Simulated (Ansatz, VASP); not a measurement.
**SiB in two plane-wave programs**

One calculation is typed for both programs; each brings its own data sets and cutoff. How far apart do they land? The cell is invented: As first built, before any earlier steps moved the atoms (in the runner's words): it takes the HfB structure with some of its atoms replaced by other elements, volume scaled by an estimate. It may not be a known or stable phase. The cell is taken from a series of VASP runs on this material, whose earlier steps may have relaxed, scaled or displaced it; both programs get it as it stands.

Method: plane waves, with VASP 6.6.1 beside it; relaxation of cell and atoms at PBE, in Ansatz 0.2.0.

**1. Set-up**

It takes space group Fm-3m (No. 225, cubic). Conventional cell: a = 4.321 Å, b = 4.321 Å, c = 4.321 Å, α = 90.00°, β = 90.00°, γ = 90.00°. Nearest to Si lie 6 B at 2.16 Å. Nearest to B lie 6 Si at 2.16 Å. As first built, before any earlier steps moved the atoms (in the runner's words): sites of the HfB structure (space group 225) filled with other elements, volume scaled by an estimate. Farther neighbours are not listed.

As a file:

```cif
data_structure
_symmetry_space_group_name_H-M 'Fm-3m'
_symmetry_Int_Tables_number 225
_cell_length_a 4.3213
_cell_length_b 4.3213
_cell_length_c 4.3213
_cell_angle_alpha 90.000
_cell_angle_beta 90.000
_cell_angle_gamma 90.000
_cell_volume 80.70
loop_
_atom_site_label
_atom_site_type_symbol
_atom_site_symmetry_multiplicity
_atom_site_Wyckoff_symbol
_atom_site_fract_x
_atom_site_fract_y
_atom_site_fract_z
_atom_site_occupancy
Si1 Si 4 b 0.50000 0.00000 0.00000 1
B1 B 4 a 0.00000 0.00000 0.00000 1
```

**2. Ansatz: relaxation of cell and atoms, PBE**

Ansatz runs on its default PAW (the set named soft_2) files.

The relaxed volume is the usual yardstick between codes: its relative difference is about their pressure difference at one cell divided by the bulk modulus.

The input, input.yaml:

```yaml
crystal:
  lattice:
    - [0.0, 2.1606624327, 2.1606624327]
    - [2.1606624327, 0.0, 2.1606624327]
    - [2.1606624327, 2.1606624327, 0.0]
  atoms:
    - { symbol: Si, position: [0.5, 0.5, 0.5] }
    - { symbol: B, position: [0.0, 0.0, 0.0] }
hamiltonian:
  xc: pbe
  pseudopotentials: { kind: paw }
kpoints:
  mp_grid: { grid: [11, 11, 11] }
scf:
  occupations: { method: fermi_dirac, width: 0.05 }
relax:
  f_tol: 0.01
  max_steps: 60
  cell: { stress_tol: 0.05 }
output:
  forces: true
  stress: true
```

On the command line:

```bash
$ ansatz run input.yaml --threads 4 --pin off --max-ram 9216MiB --backend cpu --events-out ev --progress --plain --runs-dir out
```

Numbers of over 12 decimals in the logs are rounded to 6 here.

The program printed:

```text
Engine: ansatz 0.2.0, aarch64-unknown-linux-gnu
Pseudopotentials: kind: paw
Pseudopotential: Si, paw, valence charge 4, recommended cutoff 420 eV (normal), Si.paw.azcp
Pseudopotential: B, paw, valence charge 3, recommended cutoff 420 eV (normal), B.paw.azcp
Functional definition: PBE
  parameter kappa = 0.804
  parameter beta = 0.066725
  exchange = pbe_x(kappa = kappa, mu = beta*pi^2/3)
  correlation = pbe_c(beta = beta)
Crystal: 2 atoms, lattice volume = 20.174 Å³
Basis set: ecut = 420 eV, 411 PW (Γ), exchange–correlation on 48×48×48 points (8 copies of the dense FFT grid, shifted against one another)
Bands: 8, of which v1, the nominal top of the filled ones, is band 4 counted from 1 (3 counted from 0)
Symmetry: 48 space group operations
Space group: Fm-3m (ITA 225), of the structure as read, at distance tolerance 2.7e-5 Å
k-points: 56 of 1331
Non-local potential: Si, projectors of the file, l = 0: 2, l = 1: 2, l = 2: 2
Non-local potential: B, projectors of the file, l = 0: 2, l = 1: 2, l = 2: 1
PAW form: soft (Blöchl's): semilocal exchange-correlation on the pseudo side does not see the compensation charge
PAW one-centre angular grid: Si, 110 points (default); XC on 64 Gauss nodes
PAW one-centre angular grid: B, 110 points (default); XC on 64 Gauss nodes
Initial density: superposition of atomic densities (neutral atoms: chi_scale 0, normalization atom), corrected by the library's trained network
Initial wavefunctions: pseudopotential atomic-orbital guess
Functional: x = pbe(κ = 0.804, μ = 0.219515), c = pbe(β = 0.066725)
SCF iter   1: F=—  HF=-790.600008 eV  |F-HF|=—  |Δ(HF+E_count)|=         —  Δρ=5.71e-3  dr2=7.68e-3  ethr=1.77e-3  ⟨swp⟩=5.1  Hψ=3516  notcnv=0
preconditioner: auto → none  [insulator: Δε(μ)=0.127 eV  Ē_g=13.016 eV  σ=0.050 eV  W_gap=0.55  n_scr=0 (ndim 8)  ℏωp=21.9 eV  f_vac=0.000  D(μ)=0.41/eV (n_scr^D=0)  ε∞_Penn≈3.8]
SCF iter   2: F=—  HF=-790.597641 eV  |F-HF|=—  |Δ(HF+E_count)|=   2.37e-3  Δρ=1.25e-3  dr2=2.12e-4  ethr=1.10e-4  ⟨swp⟩=2.0  Hψ=1072  notcnv=0  defer=4
SCF iter   3: F=—  HF=-790.597657 eV  |F-HF|=—  |Δ(HF+E_count)|=   1.57e-5  Δρ=5.85e-4  dr2=4.08e-5  ethr=3.02e-6  ⟨swp⟩=1.1  Hψ=447  notcnv=0  defer=4
SCF iter   4: F=—  HF=-790.597668 eV  |F-HF|=—  |Δ(HF+E_count)|=   1.12e-5  Δρ=3.83e-5  dr2=9.00e-8  ethr=5.82e-7  ⟨swp⟩=2.0  Hψ=621  notcnv=0  defer=4
iter 5 did not close the SCF: its close was put off for the readings that it lacked (scf_convergence_deferred on its scf_iter line)
SCF iter   5: F=-790.597668 eV  HF=-790.597668 eV  |F-HF|=7.98e-10  |Δ(HF+E_count)|=   1.41e-7  Δρ=2.84e-6  dr2=1.24e-9  ethr=1.29e-9  ⟨swp⟩=2.1  Hψ=621  notcnv=0  defer=4
SCF iter   6: F=-790.597668 eV  HF=-790.597668 eV  |F-HF|=8.41e-12  |Δ(HF+E_count)|=  4.99e-10  Δρ=4.97e-7  dr2=1.62e-11  ethr=1.77e-11  ⟨swp⟩=1.1  Hψ=1287  notcnv=0
SCF 1 converged in 6 iterations: F = -790.597668 eV  dr2 = 1.62e-11
  greatest PAW one-centre occupation: 0.613 electrons in one spin orbital (limit 2), on the Si atom at site 0 (counted from 0), in its partial waves of l = 0
relax step   1: F+E_penalty+E_count = -790.59766794 eV  Δ(F+E_penalty+E_count) = +0.000e0 eV  max|allowed force component| = 9.203e-31 eV/Å  Δτ_max = 0.0000 Å  P = -0.141 GPa  Ω = 20.174 Å³  (6 SCF iters, dr2 threshold 1.00e-7 eV, accepted)
[...]
relax step   2: F+E_penalty+E_count = -790.59768129 eV  Δ(F+E_penalty+E_count) = -1.335e-5 eV  max|allowed force component| = 5.444e-32 eV/Å  Δτ_max = 0.0000 Å  P = -0.060 GPa  Ω = 20.164 Å³  energy of the carried Pulay correction = +7.262e-6 eV  (2 SCF iters, dr2 threshold 4.96e-8 eV, accepted)
[...]
relax step   3: F+E_penalty+E_count = -790.59768809 eV  Δ(F+E_penalty+E_count) = -6.804e-6 eV  max|allowed force component| = 3.287e-31 eV/Å  Δτ_max = 0.0000 Å  P = +0.001 GPa  Ω = 20.157 Å³  energy of the carried Pulay correction = +1.272e-5 eV  (3 SCF iters, dr2 threshold 9.13e-9 eV, accepted)
[...]
relax step   4: F+E_penalty+E_count = -790.59767153 eV  Δ(F+E_penalty+E_count) = +1.656e-5 eV  max|allowed force component| = 9.625e-31 eV/Å  Δτ_max = 0.0000 Å  P = -0.000 GPa  Ω = 20.157 Å³  stress off target by 2.44e-4 GPa  SCF on the basis re-selected at this cell (its energy is not comparable with the rows above)  (4 SCF iters)
basis re-selected at this cell: Δ(F+E_penalty+E_count) = +1.656e-5 eV, ΔP = -0.001 GPa vs the last step (what re-selecting the basis moved, of the pressure what is left beyond the Pulay correction that the steps carried, after the strain that the cell walked since its last selection, with what the two solves' SCF thresholds leave and, on support functions, any second-order correction that the steps lacked; it is no m [...]
SCF converged after 4 iterations
Free energy (F): -790.597672 eV
Harris-Foulkes:  -790.597672 eV  (|F-HF|=9.09e-13)
Internal energy: -790.594026 eV  (E = F + TS)
E sigma→0 (E₀):  -790.595849 eV
Entropy (-TS):   -0.003645 eV (-1.823 meV/atom)
Fermi energy:    10.936844 eV
--- Per-component energies (eV) ---
  E_band       = 35.856797
  E_kinetic    = 90.728070
  E_local      = -7.666753  (includes V_loc(G=0)·N_el)
  E_nonlocal   = 36.736936
  E_hartree    = 3.707003
  E_xc         = -88.329075
  E_vxc        = -86.374805  (∫ρ·V_xc dr)
  E_paw        = -591.156732  (= ΣΔE_a)
  E_vpaw       = -4.980664  (= ΣTr[D̂ρ^β])
  E_aug_tail   = 0.000003  (compensation charges beyond the density's cutoff)
  E_ewald      = -234.613477
  E_smearing   = -0.003645  (= −TS)
  E_closure    = 0.000000  (closes the sum)
  Σ components = -790.597672   (vs F -790.597672, Δ=0.00e0)
--- Forces (eV/Å), atoms counted from 1 ---
  atom   1  Si    -0.00000000    -0.00000000    -0.00000000
  atom   2  B     -0.00000000     0.00000000    -0.00000000
  max |Σ_I F_I| component: 3.02e-30 eV/Å
--- Stress (GPa, compression-positive) ---
       -0.000244       0.000000       0.000000
        0.000000      -0.000244       0.000000
        0.000000       0.000000      -0.000244
  P = ⅓ Tr σ = -0.0002 GPa (-0.002 kbar)
--- Relaxed structure (3 steps of the walk, 3 accepted, 1 SCFs on fresh bases) ---
  F+E_penalty+E_count = -790.59767153 eV   max|allowed force component| = 9.625e-31 eV/Å   (the final SCF, on the basis selected at the relaxed cell)
  cell:  # Å, volume = 20.1569 Å³
    - [0, 2.160055, 2.160055]
    - [2.160055, 0, 2.160055]
    - [2.160055, 2.160055, 0]
  atoms:
    - { symbol: Si, position: [0.500000, 0.500000, 0.500000] }
    - { symbol: B, position: [0, 0, 0] }
```

It took 1.6 s on 4 threads of Arm Neoverse V1, shared host; peak memory 0.27 GiB.

**3. VASP: relaxation of cell and atoms, PBE**

The same cell, functional, mesh and smearing now go to VASP, with its own data sets and cutoff.

Lines of VASP's logs that name or quote its potential files are left out, and so is its time.

The input, INCAR:

```
SYSTEM = SiB
PREC = Accurate
ENCUT = 420
EDIFF = 1E-06
NELM = 100
ISMEAR = -1
SIGMA = 0.05
LREAL = .FALSE.
ALGO = Normal
GGA = PE
NBANDS = 9
LORBIT = 11
LWAVE = .FALSE.
LCHARG = .FALSE.
KPAR = 4
IBRION = 2
NSW = 60
ISIF = 3
EDIFFG = -0.01
```

The input, POSCAR:

```
SiB
1.0
    0.0000000000      2.1606624327      2.1606624327
    2.1606624327      0.0000000000      2.1606624327
    2.1606624327      2.1606624327      0.0000000000
Si B
1 1
Direct
    0.5000000000      0.5000000000      0.5000000000
    0.0000000000      0.0000000000      0.0000000000
```

The input, KPOINTS:

```
Automatic mesh
0
Gamma
11 11 11
0 0 0
```

Potentials, in the order of the species: Si and B (PBE family, release 64).

On the command line:

```bash
$ mpirun -np 4 vasp_std
```

The program printed:

```text
[banner, memory and clock lines left out]
running    4 mpi-ranks, on    1 nodes
 distrk:  each k-point on    1 cores,    4 groups
 distr:  one band on    1 cores,    1 groups

 POSCAR found type information on POSCAR SiB
 POSCAR found :  2 types and       2 ions
 LDA part: xc-table for (Slater+PW92), standard interpolation
 POSCAR, INCAR and KPOINTS ok, starting setup
 FFT: planning ... GRIDC
 FFT: planning ... GRID_SOFT
 FFT: planning ... GRID
 WAVECAR not read
 entering main loop
       N       E                     dE             d eps       ncg     rms          rms(c)
DAV:   1    -0.103994175844E+01   -0.10399E+01   -0.28227E+03  1024   0.548E+02
DAV:   2    -0.112169757795E+02   -0.10177E+02   -0.97934E+01  1393   0.740E+01
DAV:   3    -0.113827299250E+02   -0.16575E+00   -0.16530E+00  1358   0.847E+00
DAV:   4    -0.113830532050E+02   -0.32328E-03   -0.32318E-03  1474   0.373E-01
DAV:   5    -0.113830533504E+02   -0.14545E-06   -0.14527E-06  1301   0.806E-03    0.500E+00
DAV:   6    -0.110303864726E+02    0.35267E+00   -0.84159E-01  1175   0.439E+00    0.249E+00
DAV:   7    -0.109979666545E+02    0.32420E-01   -0.17908E-01  1444   0.211E+00    0.687E-01
DAV:   8    -0.109978340022E+02    0.13265E-03   -0.13214E-03  1111   0.337E-01    0.159E-01
DAV:   9    -0.109979178148E+02   -0.83813E-04   -0.13305E-04  1379   0.110E-01    0.616E-02
DAV:  10    -0.109979184334E+02   -0.61852E-06   -0.25577E-06  1367   0.121E-02
   1 F= -.10997918E+02 E0= -.10996098E+02  d E =-.109979E+02
 curvature:   0.00 expect dE= 0.000E+00 dE for cont linesearch  0.000E+00
 trial: gam= 0.00000 g(F)=  0.182E-62 g(S)=  0.263E-04 ort = 0.000E+00 (trialstep = 0.100E+01)
 search vector abs. value=  0.263E-04
 reached required accuracy - stopping structural energy minimisation
```

Parts of OUTCAR (step 3):

```text
ion  position               nearest neighbor table
   1  0.500  0.500  0.500-   2 2.16   2 2.16   2 2.16   2 2.16   2 2.16   2 2.16
   2  0.000  0.000  0.000-   1 2.16   1 2.16   1 2.16   1 2.16   1 2.16   1 2.16

  LATTYP: Found a face centered cubic cell.
 ALAT       =     4.3213248654

 Subroutine GETGRP returns: Found 48 space group operations
 (whereof 48 operations were pure point group operations)

The static configuration has the point symmetry O_h .

 Found     56 irreducible k-points:

   k-points           NKPTS =     56   k-points in BZ     NKDIM =     56   number of bands    NBANDS=      9

   dimension x,y,z NGX =    20 NGY =   20 NGZ =   20
   dimension x,y,z NGXF=    40 NGYF=   40 NGZF=   40

   ENCUT  =  420.0 eV  30.87 Ry    5.56 a.u.   5.11  5.11  5.11*2*pi/ulx,y,z

   NELECT =       7.0000    total number of electrons

 k-points in reciprocal lattice and weights: Automatic mesh
   0.00000000  0.00000000  0.00000000       0.001
   0.09090909  0.00000000  0.00000000       0.006
   0.18181818  0.00000000  0.00000000       0.006
   0.27272727  0.00000000  0.00000000       0.006
   0.36363636  0.00000000  0.00000000       0.006
   0.45454545  0.00000000  0.00000000       0.006
   0.09090909  0.09090909  0.00000000       0.005
   0.18181818  0.09090909  0.00000000       0.018
   0.27272727  0.09090909  0.00000000       0.018
[...]
-0.36363636  0.45454545  0.18181818       0.018
  -0.27272727  0.45454545  0.18181818       0.018

 average (electrostatic) potential at core
       1 -80.2661       2 -23.0338

 E-fermi :   9.3865

 k-point     1 :       0.0000    0.0000    0.0000
  band No.  band energies     occupation
      1      -5.6621      2.00000
      2      11.2005      0.00000
      3      11.2005      0.00000
      4      11.2005      0.00000
      5      17.9812      0.00000
      6      17.9812      0.00000
    ...

 k-point     2 :       0.0909    0.0000    0.0000
  band No.  band energies     occupation
      1      -5.4819      2.00000
      2      10.1376      0.00000
      3      11.0882      0.00000
      4      11.0882      0.00000
      5      17.8953      0.00000
      6      18.3396      0.00000
    ...

 k-point     3 :       0.1818    0.0000    0.0000
  band No.  band energies     occupation
      1      -4.9427      2.00000
      2       7.8569      2.00000
      3      10.8500      0.00000
      4      10.8500      0.00000
      5      17.1655      0.00000
      6      17.1655      0.00000
      7      17.5766      0.00000
    ...

  Total       -0.0190748     -0.0190748     -0.0190748      0.0000000      0.0000000      0.0000000
  in kB       -1.5148833     -1.5148833     -1.5148833      0.0000000      0.0000000      0.0000000
  external PRESSURE =      -1.5148833 kB  Pullay stress =       0.0000000 kB

  energy-cutoff  :      420.00
  volume of cell :       20.17
      direct lattice vectors                 reciprocal lattice vectors
     0.000000000  2.160662433  2.160662433    -0.231410512  0.231410512  0.231410512
     2.160662433  0.000000000  2.160662433     0.231410512 -0.231410512  0.231410512
     2.160662433  2.160662433  0.000000000     0.231410512  0.231410512 -0.231410512

 POSITION                                       TOTAL-FORCE (eV/Angst)
 -----------------------------------------------------------------------------------
      2.16066      2.16066      2.16066        -0.000000     -0.000000      0.000000
      0.00000      0.00000      0.00000         0.000000      0.000000     -0.000000
 -----------------------------------------------------------------------------------
    total drift:                                0.000000     -0.000000     -0.000000

  FREE ENERGIE OF THE ION-ELECTRON SYSTEM (eV)
  ---------------------------------------------------
  free  energy   TOTEN  =       -10.9979184334 eV

  energy  without entropy=      -10.9942782616  energy(sigma->0) =      -10.99609835

 reached required accuracy - stopping structural energy minimisation

 total charge
# of ion       s       p       d       tot
------------------------------------------
    1        0.726   0.853   0.000   1.579
    2        0.717   1.149   0.000   1.865
--------------------------------------------------
tot          1.443   2.002   0.000   3.444

[... 3 further parts left out ...]
```

CONTCAR:

```
SiB
   1.00000000000000
     0.0000000000000000    2.1606624327000001    2.1606624327000001
     2.1606624327000001    0.0000000000000000    2.1606624327000001
     2.1606624327000001    2.1606624327000001    0.0000000000000000
  Si              B
     1     1
Direct
     0.5000000000000000    0.5000000000000000    0.5000000000000000
     0.0000000000000000    0.0000000000000000    0.0000000000000000
```

**4. Side by side**

Known differences besides the potentials themselves: both relaxations stop at a tolerance, which leaves soft axes loose, and VASP keeps its plane-wave basis; VASP leaves aspherical gradient terms in its spheres out (LASPH is not set), Ansatz keeps them; Ansatz adds a Pulay correction to the stress that steers its cell, VASP none. Total energies have different zeros and are not compared.

The two programs side by side:

```
                                         quantity  Ansatz   VASP  difference
                                      volume (Å³)   20.16  20.17     -0.08 %
edge a after relaxation, in the typed setting (Å)   3.055  3.056     -0.03 %
```

The walks stopped with 0.00 GPa left in Ansatz and -0.15 GPa in VASP; each walk ends within a tolerance, so the volume difference is uncertain by about these residues over the bulk modulus, most in soft cells.

**5. Outcome**

```
difference in volume (relaxation of cell and atoms, PBE) : -0.084 %
```

The difference in volume is -0.084 % (relaxation of cell and atoms, PBE), within the 1.2 % picked in this series as the mark of a large difference, as far as the stopping tolerances let one tell. Such differences can come from data sets, numerical settings and the points named under the comparisons, not from the functional's error against experiment.

[Lines on the potential files, build, host, timing and source positions are cut from VASP's logs without a mark.]

[Logs are printed without paths, hosts, clocks, repeated set-up lines and the standing remarks that a program may print on its own settings, such as how far it seeks lower states.]

[Hosts, paths, dates, database ids (printed as entryN), source tags and the programs' standing remarks are cut or masked in the printed files.]
